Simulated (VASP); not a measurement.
Hf2CdSb3:

```
Sb Cd Hf
1.0
     4.07406    0.00000    0.00000
     0.00000    4.07406    0.00000
     0.00000    0.00000    8.92882
Sb Cd Hf
3 1 2
Direct
  0.50000 0.50000 0.00000
  0.00000 0.50000 0.38200
  0.50000 0.00000 0.61800
  0.00000 0.00000 0.00000
  0.00000 0.50000 0.73400
  0.50000 0.00000 0.26600
```

The cell was built by a generator and needn't be a form met in nature.

Base run:

| Quantity | Value |
| --- | --- |
| Program | VASP 6.6.1 |
| Functional | r2SCAN |
| Potentials or basis | VASP PAW PBE potentials, release 64 (Sb, Cd, Hf_pv) |
| Cutoff | 520 eV |
| k mesh | 5 × 5 × 2, shifted |
| Occupations | fermi-dirac, width 0.1 eV |
| Spin | no spin polarisation |

Its results: band gap on the k mesh none (metal or under the smearing width); pressure -4.9 GPa; largest force 0.509 eV/Å.

Q: The run is repeated on the same cell with these changes: functional from r2SCAN to PBEsol; k mesh from 5 × 5 × 2, shifted to 5 × 5 × 2. What comes out?

A: Band gap on the k mesh none (metal or under the smearing width); pressure -7.0 GPa; largest force 0.454 eV/Å.

Several settings changed at once, so the effect can't be laid on one alone.

Caveats: the PAW data sets were made with another functional, which shifts forces and pressure a little.
